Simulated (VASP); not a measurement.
Here is the system:

```
SnSe
1.0
    0.00000     3.01000     3.01000
    3.01000     0.00000     3.01000
    3.01000     3.01000     0.00000
Sn Se
1 1
Direct
  0.00000   0.00000   0.00000
  0.50000   0.50000   0.50000
```

Level of theory: r2SCAN+rVV10, VASP's PBE PAW potentials (set 64) (plane waves; VASP 6.6.1). Run with 400 eV cut-off, 7×7×7 Γ-centred mesh, Gaussian smearing of 0.050 eV, potentials Sn_d Se.

Q: The ions, cell shape and volume are relaxed. Predict the relaxed structure.

A: 
```
SnSe
1.0
    0.00000     2.99360     2.99360
    2.99360     0.00000     2.99360
    2.99360     2.99360     0.00000
Sn Se
1 1
Cartesian
  0.00000   0.00000   0.00000
  2.99360   2.99360   2.99360
```
Space group Fm-3m (225), at a tolerance of 0.03 Å.

Q: How do energy and volume change from the first to the last step?

A: The energy (σ→0) changes by -1.2 meV/atom and the volume by -1.6 %, in 3 ionic steps.

The structure comes from a measured SnSe entry (Fm-3m) of the Crystallography Open Database, whose conditions weren't checked. This run relaxes it. Symmetry was kept, so distortions that lower it aren't found.
